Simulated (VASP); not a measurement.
PbS (rock salt), at 1.04 of the tabulated volume:

```xyz
2
Lattice="0.0000 3.0091 3.0091 3.0091 0.0000 3.0091 3.0091 3.0091 0.0000" Properties=species:S:1:pos:R:3 pbc="T T T"
Pb     0.0000     0.0000     0.0000
S      3.0091     3.0091     3.0091
```

The highest filled band near L, direction across the valley's axis, from mBJ (TB09) with spin-orbit coupling in VASP (PAW); its two spin partners are averaged. The gap over the points computed is 0.79 eV, and the next band on that side lies 1.77 eV away at the edge.

Numerical set-up: 400 eV cut-off, 9×9×9 Γ-centred mesh, Gaussian smearing of 0.050 eV, potentials Pb_d S.

```tsv
distance from the edge in k (1/Å)	distance in energy (meV)
0.012	4.1
0.018	9.1
0.025	17.4
0.035	33.5
0.050	66.0
0.070	122.2
```

Question: Fit E(1 + αE) = ħ²k²/2m* (ħ²/2m0 = 3.810 eV Å²) and predict the row at 0.095 1/Å.

Answer: Least squares on the energies gives the hole mass m* = 0.134 m0 and α = 1.13 per eV, and so 207.5 meV. The run gave 207.1 meV, -0.4 meV from the fit.

Left out are points under 3 meV from the edge, since the levels carry 0.1 meV, and points farther than half the way to the next band.

The compound is PbS in the rock salt structure. The cell was not relaxed at this level.
